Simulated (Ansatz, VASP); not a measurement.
## SnGe2 (antifluorite type (invented)): VASP beside Ansatz

One calculation is typed for both programs; each brings its own data sets. How far apart do they land? The cell is generated by rule, not measured, and may not be a known phase. The cell is taken from a series of runs on this material, whose earlier steps may have relaxed, scaled, displaced or heated it; both programs get it as it stands.

Calculated with Ansatz 0.2.0; plane waves, with VASP 6.6.1 beside it; relaxation of cell and atoms at PBEsol.

## 1. The structure

It takes space group Fm-3m (No. 225, cubic). The conventional cell has a = 6.677 Å, b = 6.677 Å, c = 6.677 Å, α = 90.00°, β = 90.00°, γ = 90.00°. Nearest to Sn lie 8 Ge at 2.89 Å. Nearest to Ge lie 4 Sn at 2.89 Å. Farther neighbours are not listed.

## 2. Ansatz: relaxation of cell and atoms, PBEsol

Ansatz runs on its default PAW (the set named soft_2) files.

The relaxed volume is the usual yardstick between codes: in a stiff, nearly cubic crystal its relative difference is about their pressure difference at one cell divided by the bulk modulus.

The input, input.yaml:

```yaml
crystal:
  lattice:
    - [0.0, 3.3384974135, 3.3384974135]
    - [3.3384974135, 0.0, 3.3384974135]
    - [3.3384974135, 3.3384974135, 0.0]
  atoms:
    - { symbol: Sn, position: [0.0, 0.0, 0.0] }
    - { symbol: Ge, position: [0.25, 0.25, 0.25] }
    - { symbol: Ge, position: [0.75, 0.75, 0.75] }
kpoints:
  mp_grid: { grid: [12, 12, 12] }
hamiltonian:
  xc: pbesol
scf:
  occupations: { method: gaussian, width: 0.1 }
output:
  forces: true
  stress: true
  eigenvalues: true
relax:
  adjacent_minimum: "off"
  f_tol: 0.005
  max_steps: 80
  cell: { stress_tol: 0.05 }
```

Launch:

```bash
$ ansatz run input.yaml --threads 2 --pin off --max-ram 5120MiB --backend cpu --events-out ev --progress --plain --runs-dir out
```

Numbers of over 12 decimals in the logs are rounded to 6 here.

Log:

```text
Engine: ansatz 0.2.0, aarch64-unknown-linux-gnu
Pseudopotentials: kind: paw
Pseudopotential: Sn, paw, valence charge 14, recommended cutoff 420 eV (normal), Sn.paw.azcp
Pseudopotential: Ge, paw, valence charge 14, recommended cutoff 420 eV (normal), Ge.paw.azcp
Functional definition: PBEsol
  exchange = pbesol_x
  correlation = pbesol_c
Crystal: 3 atoms, lattice volume = 74.419 Å³
Basis set: ecut = 420 eV, 1459 PW (Γ), exchange–correlation on 64×64×64 points (8 copies of the dense FFT grid, shifted against one another)
Bands: 26, of which v1, the nominal top of the filled ones, is band 21 counted from 1 (20 counted from 0)
Symmetry: 48 space group operations
Space group: Fm-3m (ITA 225), of the structure as read, at distance tolerance 4.2e-5 Å
k-points: 72 of 1728
Non-local potential: Sn, projectors of the file, l = 0: 2, l = 1: 2, l = 2: 2, l = 3: 2
Non-local potential: Ge, projectors of the file, l = 0: 2, l = 1: 2, l = 2: 3, l = 3: 1
PAW form: soft (Blöchl's): semilocal exchange-correlation on the pseudo side does not see the compensation charge
PAW frozen core: Sn, regenerated for the run's functional, and the local potential with it (the file was generated under x = pbe(κ = 0.804, μ = 0.219515), c = pbe(β = 0.066725))
PAW frozen core: Ge, regenerated for the run's functional, and the local potential with it (the file was generated under x = pbe(κ = 0.804, μ = 0.219515), c = pbe(β = 0.066725))
PAW one-centre angular grid: Sn, 590 points (default); XC on 64 Gauss nodes
PAW one-centre angular grid: Ge, 590 points (default); XC on 64 Gauss nodes
Initial density: superposition of atomic densities (neutral atoms: chi_scale 0, normalization atom), corrected by the library's trained network
Initial wavefunctions: pseudopotential atomic-orbital guess
Functional: x = pbesol(κ = 0.804, μ = 0.123457), c = pbesol(β = 0.046)
SCF iter   1: F=—  HF=-14455.710451 eV  |F-HF|=—  |Δ(HF+E_count)|=         —  Δρ=1.83e-3  dr2=1.24e-3  ethr=1.77e-3  ⟨swp⟩=5.8  Hψ=7873  notcnv=0
preconditioner: auto → LDOS  [metal: Δε(μ)=0.021 eV  Ē_g=21.220 eV  σ=0.100 eV  W_gap=0.12  n_scr=14 (ndim 8)  ℏωp=27.9 eV  f_vac=0.047  D(μ)=1.95/eV (n_scr^D=14)  β→1.0]
SCF iter   2: F=—  HF=-14455.708258 eV  |F-HF|=—  |Δ(HF+E_count)|=   2.19e-3  Δρ=8.89e-4  dr2=4.61e-4  ethr=2.95e-6  ⟨swp⟩=2.0  Hψ=3980  notcnv=0
SCF iter   3: F=—  HF=-14455.707809 eV  |F-HF|=—  |Δ(HF+E_count)|=   4.49e-4  Δρ=2.92e-4  dr2=3.78e-5  ethr=1.10e-6  ⟨swp⟩=2.0  Hψ=3361  notcnv=0
SCF iter   4: F=—  HF=-14455.707795 eV  |F-HF|=—  |Δ(HF+E_count)|=   1.41e-5  Δρ=6.24e-5  dr2=3.59e-6  ethr=9.01e-8  ⟨swp⟩=2.0  Hψ=3360  notcnv=0
SCF iter   5: F=—  HF=-14455.707795 eV  |F-HF|=—  |Δ(HF+E_count)|=   1.09e-7  Δρ=2.64e-5  dr2=7.46e-7  ethr=8.54e-9  ⟨swp⟩=2.0  Hψ=3328  notcnv=0
SCF iter   6: F=-14455.707795 eV  HF=-14455.707795 eV  |F-HF|=2.48e-8  |Δ(HF+E_count)|=   1.58e-7  Δρ=7.96e-6  dr2=4.71e-8  ethr=2.38e-10  ⟨swp⟩=5.6  Hψ=8298  notcnv=0
SCF 1 converged in 6 iterations: F = -14455.707795 eV  dr2 = 4.71e-8
  greatest PAW one-centre occupation: 0.998 electrons in one spin orbital (limit 2), on the Ge atom at site 2 (counted from 0), in its partial waves of l = 2
relax step   1: F+E_penalty+E_count = -14455.70779481 eV  Δ(F+E_penalty+E_count) = +0.000e0 eV  max|allowed force component| = 1.542e-17 eV/Å  Δτ_max = 0.0000 Å  P = -0.109 GPa  Ω = 74.419 Å³  (6 SCF iters, dr2 threshold 1.00e-7 eV, accepted)
[...]
relax step   2: F+E_penalty+E_count = -14455.70787536 eV  Δ(F+E_penalty+E_count) = -8.055e-5 eV  max|allowed force component| = 1.110e-16 eV/Å  Δτ_max = 0.0000 Å  P = +0.041 GPa  Ω = 74.214 Å³  energy of the carried Pulay correction = +3.687e-5 eV  (4 SCF iters, dr2 threshold 2.99e-8 eV, accepted)
[...]
relax step   3: F+E_penalty+E_count = -14455.70784756 eV  Δ(F+E_penalty+E_count) = +2.780e-5 eV  max|allowed force component| = 1.419e-16 eV/Å  Δτ_max = 0.0000 Å  P = +0.041 GPa  Ω = 74.214 Å³  stress off target by 4.13e-2 GPa  SCF on the basis re-selected at this cell (its energy is not comparable with the rows above)  (6 SCF iters)
basis re-selected at this cell: Δ(F+E_penalty+E_count) = +2.780e-5 eV, ΔP = -0.000 GPa vs the last step (what re-selecting the basis moved, of the pressure what is left beyond the Pulay correction that the steps carried, after the strain that the cell walked since its last selection, with what the two solves' SCF thresholds leave and, on support functions, any second-order correction that the steps lacked; it is no m [...]
SCF converged after 6 iterations
Free energy (F): -14455.707848 eV
Harris-Foulkes:  -14455.707848 eV  (|F-HF|=3.64e-12)
Internal energy: -14455.698090 eV  (E = F + TS)
E sigma→0 (E₀):  -14455.702969 eV
Entropy (-TS):   -0.009758 eV (-3.253 meV/atom)
Fermi energy:    9.052544 eV
--- Per-component energies (eV) ---
  E_band       = -391.857669
  E_kinetic    = 407.414838
  E_local      = -5738.455764  (includes V_loc(G=0)·N_el)
  E_nonlocal   = 802.045658
  E_hartree    = 2664.692035
  E_xc         = -528.570690
  E_vxc        = -225.316142  (∫ρ·V_xc dr)
  E_paw        = -8015.657394  (= ΣΔE_a)
  E_vpaw       = -966.931128  (= ΣTr[D̂ρ^β])
  E_aug_tail   = 0.000770  (compensation charges beyond the density's cutoff)
  E_ewald      = -4049.288255
  E_core_change = 2.120712  (= ΣΔE_core)
  E_smearing   = -0.009758  (= −TS)
  E_closure    = 0.000000  (closes the sum)
  Σ components = -14455.707848   (vs F -14455.707848, Δ=0.00e0)
--- Forces (eV/Å), atoms counted from 1 ---
  atom   1  Sn    -0.00000000     0.00000000    -0.00000000
  atom   2  Ge     0.00000000     0.00000000     0.00000000
  atom   3  Ge    -0.00000000    -0.00000000    -0.00000000
  max |Σ_I F_I| component: 2.78e-17 eV/Å
--- Stress (GPa, compression-positive) ---
        0.041272      -0.000000      -0.000000
       -0.000000       0.041272       0.000000
       -0.000000      -0.000000       0.041272
  P = ⅓ Tr σ = 0.0413 GPa (0.413 kbar)
--- Band table (eV; the first three rows and the last of 72) ---
  k-point 0: bands = [... 17 lower, 7.1670, 7.7893, 7.7893, 7.7893, 8.3825, 8.3825, 8.3825, 12.1826, ... 1 higher]
  k-point 1: bands = [... 17 lower, 6.4427, 7.5720, 7.5720, 7.6665, 8.5880, 8.5880, 9.4892, 12.0899, ... 1 higher]
  k-point 2: bands = [... 17 lower, 5.4885, 7.2444, 7.2444, 7.8504, 8.8273, 8.8273, 10.8884, 12.0538, ... 1 higher]
  k-point 71: bands = [... 17 lower, 0.8220, 4.4134, 7.9196, 7.9196, 10.1881, 11.8427, 12.8653, 13.0445, ... 1 higher]
--- Relaxed structure (2 steps of the walk, 2 accepted, 1 SCFs on fresh bases) ---
  F+E_penalty+E_count = -14455.70784756 eV   max|allowed force component| = 1.419e-16 eV/Å   (the final SCF, on the basis selected at the relaxed cell)
  cell:  # Å, volume = 74.2140 Å³
    - [0, 3.335430, 3.335430]
    - [3.335430, 0, 3.335430]
    - [3.335430, 3.335430, 0]
  atoms:
    - { symbol: Sn, position: [0, 0, 0] }
    - { symbol: Ge, position: [0.25, 0.25, 0.25] }
    - { symbol: Ge, position: [0.750000, 0.750000, 0.750000] }
```

In the SCF lines HF is the Harris–Foulkes energy and dr2 the Hartree energy of the density residual, in eV; the loop may stop once dr2 is under the threshold and the program's other checks hold. Hψ counts applications of the Hamiltonian.

## 3. VASP: relaxation of cell and atoms, PBEsol

The same cell, functional, mesh and smearing now go to VASP, with its own data sets.

Lines of VASP's logs that name or quote its potential files are left out, and so is its time.

The input, INCAR:

```
SYSTEM = SnGe2
PREC = Accurate
ENCUT = 500
EDIFF = 1E-07
NELM = 120
ISMEAR = 0
SIGMA = 0.1
LREAL = .FALSE.
ALGO = Normal
GGA = PS
NBANDS = 27
LORBIT = 11
LWAVE = .FALSE.
LCHARG = .FALSE.
ISIF = 3
IBRION = 2
NSW = 80
EDIFFG = -0.005
LASPH = .TRUE.
GGA_COMPAT = .FALSE.
NELMIN = 4
```

The input, POSCAR:

```
SnGe2
1.0
    0.0000000000      3.3384970000      3.3384970000
    3.3384970000      0.0000000000      3.3384970000
    3.3384970000      3.3384970000      0.0000000000
Sn Ge
1 2
Direct
    0.0000000000      0.0000000000      0.0000000000
    0.2500000749      0.2500000749      0.2500000749
    0.7500000749      0.7500000749      0.7500000749
```

The input, KPOINTS:

```
Automatic mesh
0
Gamma
12 12 12
0 0 0
```

Potentials, in the order of the species: Sn_d and Ge_d (PBE family, release 64).

Launch:

```bash
$ mpirun -np 1 vasp_std
```

Log:

```text
[banner, memory and clock lines left out]
running    1 mpi-ranks, on    1 nodes
 distrk:  each k-point on    1 cores,    1 groups
 distr:  one band on    1 cores,    1 groups

 POSCAR found type information on POSCAR SnGe
 POSCAR found :  2 types and       3 ions
|                                                                             |
|               ----> ADVICE to this user running VASP <----                  |
|                                                                             |
|     You enforced a specific xc type in the INCAR file but a different       |
|     [... a line on the potential file left out ...]
|     I HOPE YOU KNOW WHAT YOU ARE DOING!                                     |
|                                                                             |

 LDA part: xc-table for (Slater+PW92), standard interpolation
 POSCAR, INCAR and KPOINTS ok, starting setup
 FFT: planning ... GRIDC
 FFT: planning ... GRID_SOFT
 FFT: planning ... GRID
 WAVECAR not read
 entering main loop
       N       E                     dE             d eps       ncg     rms          rms(c)
DAV:   1     0.328806087701E+03    0.32881E+03   -0.21253E+04  4208   0.358E+03
DAV:   2     0.398893620602E+02   -0.28892E+03   -0.28416E+03  3904   0.654E+02
DAV:   3    -0.106450885810E+02   -0.50534E+02   -0.49950E+02  4304   0.191E+02
DAV:   4    -0.130634314549E+02   -0.24183E+01   -0.23879E+01  4558   0.469E+01
DAV:   5    -0.131251516651E+02   -0.61720E-01   -0.61697E-01  4972   0.766E+00    0.269E+00
DAV:   6    -0.130809751884E+02    0.44176E-01   -0.52835E-02  4780   0.299E+00    0.148E+00
DAV:   7    -0.130618094931E+02    0.19166E-01   -0.30317E-02  4770   0.221E+00    0.159E-01
DAV:   8    -0.130613553964E+02    0.45410E-03   -0.49919E-03  4279   0.100E+00    0.499E-02
DAV:   9    -0.130613845558E+02   -0.29159E-04   -0.25220E-04  4740   0.181E-01    0.170E-02
DAV:  10    -0.130613981886E+02   -0.13633E-04   -0.23463E-05  4605   0.396E-02    0.591E-03
DAV:  11    -0.130613993516E+02   -0.11630E-05   -0.28969E-06  4334   0.162E-02    0.184E-03
DAV:  12    -0.130613991982E+02    0.15332E-06   -0.90502E-07  4357   0.126E-02    0.118E-03
DAV:  13    -0.130613992468E+02   -0.48522E-07   -0.59318E-08  2539   0.283E-03
   1 F= -.13061399E+02 E0= -.13056506E+02  d E =-.130614E+02
 curvature:   0.00 expect dE= 0.000E+00 dE for cont linesearch  0.000E+00
 trial: gam= 0.00000 g(F)=  0.406E-40 g(S)=  0.249E-03 ort = 0.000E+00 (trialstep = 0.100E+01)
 search vector abs. value=  0.249E-03
 bond charge predicted
       N       E                     dE             d eps       ncg     rms          rms(c)
DAV:   1    -0.130669607680E+02   -0.55616E-02   -0.93616E-02  4834   0.475E+00    0.421E-01
DAV:   2    -0.130627631969E+02    0.41976E-02   -0.66394E-03  4758   0.126E+00    0.204E-01
DAV:   3    -0.130615727947E+02    0.11904E-02   -0.26274E-03  4977   0.724E-01    0.402E-02
DAV:   4    -0.130614981374E+02    0.74657E-04   -0.20200E-04  4704   0.209E-01    0.103E-02
DAV:   5    -0.130614977667E+02    0.37068E-06   -0.10976E-05  5068   0.430E-02    0.614E-03
DAV:   6    -0.130614978977E+02   -0.13098E-06   -0.52697E-07  4017   0.793E-03    0.205E-03
DAV:   7    -0.130614980098E+02   -0.11214E-06   -0.16890E-07  2085   0.657E-03    0.823E-04
DAV:   8    -0.130614980977E+02   -0.87857E-07   -0.41213E-08  2094   0.263E-03
   2 F= -.13061498E+02 E0= -.13056625E+02  d E =-.988509E-04
 trial-energy change:   -0.000099  1 .order   -0.000103   -0.000249    0.000043
 step:   0.8417(harm=  0.8525)  dis= 0.00000  next Energy=   -13.061502 (dE=-0.102E-03)
 reached required accuracy - stopping structural energy minimisation
```

Parts of OUTCAR (step 3):

```text
ion  position               nearest neighbor table
   1  0.000  0.000  0.000-   3 2.89   2 2.89   2 2.89   2 2.89   3 2.89   3 2.89   3 2.89   2 2.89

  LATTYP: Found a face centered cubic cell.
 ALAT       =     6.6769940000

 Subroutine GETGRP returns: Found 48 space group operations
 (whereof 48 operations were pure point group operations)

The static configuration has the point symmetry O_h .

 Found     72 irreducible k-points:

   k-points           NKPTS =     72   k-points in BZ     NKDIM =     72   number of bands    NBANDS=     27

   dimension x,y,z NGX =    36 NGY =   36 NGZ =   36
   dimension x,y,z NGXF=    72 NGYF=   72 NGZF=   72

   ENCUT  =  500.0 eV  36.75 Ry    6.06 a.u.   8.61  8.61  8.61*2*pi/ulx,y,z

   NELECT =      42.0000    total number of electrons

 k-points in reciprocal lattice and weights: Automatic mesh
   0.00000000  0.00000000  0.00000000       0.001
   0.08333333  0.00000000  0.00000000       0.005
   0.16666667  0.00000000  0.00000000       0.005
   0.25000000  0.00000000  0.00000000       0.005
   0.33333333  0.00000000  0.00000000       0.005
   0.41666667  0.00000000  0.00000000       0.005
   0.50000000  0.00000000  0.00000000       0.002
   0.08333333  0.08333333  0.00000000       0.003
   0.16666667  0.08333333  0.00000000       0.014
[...]
-0.33333333  0.50000000  0.16666667       0.007
  -0.25000000  0.50000000  0.25000000       0.003

 average (electrostatic) potential at core
       1-101.0027       2 -73.2965       3 -73.2965

 E-fermi :   5.8552

 k-point     1 :       0.0000    0.0000    0.0000
  band No.  band energies     occupation
    ...
     20       4.5900      2.00000
     21       4.5900      2.00000
     22       5.1838      2.00000
     23       5.1838      2.00000
     24       5.1838      2.00000
     25       8.9868      0.00000
     26       8.9868      0.00000
     27       8.9868      0.00000

 k-point     2 :       0.0833    0.0000    0.0000
  band No.  band energies     occupation
    ...
     19       4.3725      2.00000
     20       4.3725      2.00000
     21       4.4691      2.00000
     22       5.3895      2.00000
     23       5.3895      2.00000
     24       6.2925      0.00000
     25       8.8945      0.00000
     26       8.8945      0.00000
     27       8.8988      0.00000

 k-point     3 :       0.1667    0.0000    0.0000
  band No.  band energies     occupation
    ...
     19       4.0446      2.00000
     20       4.0446      2.00000
     21       4.6535      2.00000
     22       5.6290      1.99862
     23       5.6290      1.99862
     24       7.6925      0.00000
     25       8.8591      0.00000
     26       8.8591      0.00000
     27       8.9431      0.00000

  Total        0.0124170      0.0124170      0.0124170     -0.0000000     -0.0000000     -0.0000000
  in kB        0.2682563      0.2682563      0.2682563     -0.0000000     -0.0000000     -0.0000000
  external PRESSURE =       0.2682563 kB  Pullay stress =       0.0000000 kB

  energy-cutoff  :      500.00
  volume of cell :       74.16
      direct lattice vectors                 reciprocal lattice vectors
     0.000000000  3.334643325  3.334643325    -0.149941074  0.149941074  0.149941074
     3.334643325 -0.000000000  3.334643325     0.149941074 -0.149941074  0.149941074
     3.334643325  3.334643325  0.000000000     0.149941074  0.149941074 -0.149941074

 POSITION                                       TOTAL-FORCE (eV/Angst)
 -----------------------------------------------------------------------------------
      6.66929      6.66929      6.66929        -0.000000     -0.000000      0.000000
      1.66732      1.66732      1.66732         0.000000      0.000000      0.000000
      5.00197      5.00197      5.00197        -0.000000     -0.000000     -0.000000
 -----------------------------------------------------------------------------------
    total drift:                               -0.000576     -0.000576     -0.000576

  FREE ENERGIE OF THE ION-ELECTRON SYSTEM (eV)
  ---------------------------------------------------
  free  energy   TOTEN  =       -13.0614980977 eV

  energy  without entropy=      -13.0517510049  energy(sigma->0) =      -13.05662455

 reached required accuracy - stopping structural energy minimisation

 total charge
# of ion       s       p       d       tot
------------------------------------------
    1        1.193   1.089  10.021  12.303
    2        1.283   0.899   9.998  12.179
    3        1.283   0.899   9.998  12.179
--------------------------------------------------
tot          3.759   2.886  30.017  36.662

[... 3 further parts left out ...]
```

CONTCAR:

```
SnGe2
   1.00000000000000
     0.0000000000000000    3.3346433251064362    3.3346433251064362
     3.3346433251064362   -0.0000000000000000    3.3346433251064362
     3.3346433251064362    3.3346433251064362    0.0000000000000000
  Sn              Ge
     1     2
Direct
     1.0000000000000000    1.0000000000000000    1.0000000000000000
     0.2500000749000009    0.2500000749000009    0.2500000749000009
     0.7500000749000009    0.7500000749000009    0.7500000749000009
```

The run keeps the 48 symmetry operations of its start, so it cannot find a distortion of lower symmetry.

## 4. Differences

Known differences besides the potentials themselves: the cutoff is 420 eV in Ansatz and 500 eV in VASP; Ansatz makes its cores anew for this functional, VASP keeps those of its PBE data sets; Ansatz adds a Pulay correction to the stress that steers its cell, VASP none. Total energies have different zeros and are not compared.

Both answers:

```
                                         quantity  Ansatz   VASP  difference
                                      volume (Å³)   74.21  74.16     +0.07 %
edge a after relaxation, in the typed setting (Å)   4.717  4.716     +0.02 %
```

## 5. Outcome

* difference in volume (relaxation of cell and atoms, PBEsol): 0.071 %

The difference in volume is 0.071 % (relaxation of cell and atoms, PBEsol), within the 1.2 % picked in this series as the mark of a large difference, as far as the stopping tolerances let one tell. Such differences can come from data sets, numerical settings and the points named under the comparisons, not from the functional's error against experiment.

[Lines on the potential files, build, host, timing and source positions are cut from VASP's logs without a mark.]

[Logs are printed without paths, hosts, clocks, repeated set-up lines and the standing remarks that a program may print on its own settings, such as how far it seeks lower states.]

[Hosts, paths, dates, database ids (printed as entryN), source tags and the programs' standing remarks are cut or masked in the printed files.]
